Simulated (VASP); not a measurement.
Given:

```xyz
2
Lattice="0.0000 3.2801 3.2801 3.2801 0.0000 3.2801 3.2801 3.2801 0.0000" Properties=species:S:1:pos:R:3 pbc="T T T"
Sr     0.0000     0.0000     0.0000
Te     3.2801     3.2801     3.2801
```

Calculation: MS2 meta-GGA, VASP's PBE PAW potentials (set 64) (plane waves; VASP). Settings: 520 eV cut-off, 7×7×7 Γ-centred mesh, Gaussian smearing of 0.050 eV, potentials Sr_sv Te.

The job: SrTe (rock salt), 2 atoms, MS2, static run, 520 eV, 7×7×7 Γ-centred mesh. Roughly how much core time does it take on a busy server core?

About 3 core-minutes (one run on a shared machine, a rough figure). It had 20 irreducible k-points, 12 bands, up to 1917 plane waves and 44 electronic steps.

The compound is SrTe in the rock salt structure. This cell is one point of a volume scan, at 0.94 of the reference volume.
